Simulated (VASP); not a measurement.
SiO2 (rutile) relaxed at rising pressure, in one space group throughout; other phases were not tried. The pressures are those reached. All values below come from r2SCAN meta-GGA, VASP's PBE PAW potentials (set 64) (plane waves; VASP).

```json
[
 {"P (GPa)": "0.03", "V (Å³/atom)": "7.785", "k-mesh": "5×5×8"},
 {"P (GPa)": "4.99", "V (Å³/atom)": "7.664", "k-mesh": "5×5×8"},
 {"P (GPa)": "9.92", "V (Å³/atom)": "7.554", "k-mesh": "6×6×8"},
 {"P (GPa)": "19.95", "V (Å³/atom)": "7.356", "k-mesh": "6×6×8"},
 {"P (GPa)": "29.89", "V (Å³/atom)": "7.185", "k-mesh": "6×6×8"}
]
```

A change of mesh leaves a small step in the series.

### Question
Fit an equation of state and predict the volume at 45.03 GPa.

### Answer
Least squares on the third-order Birch-Murnaghan form, P = (3B0/2)(y⁷ − y⁵)[1 + (3/4)(B′ − 4)(y² − 1)] with y = (V0/V)^(1/3), gives V0 = 7.786 Å³/atom, B0 = 305 GPa and B′ = 5.0, and so 6.962 Å³/atom. The run gave 6.959 Å³/atom, -0.0 % from the fit.

Pressures at which the relaxation failed are left out.

The compound is SiO2 in the rutile structure, stishovite, a high-pressure form.
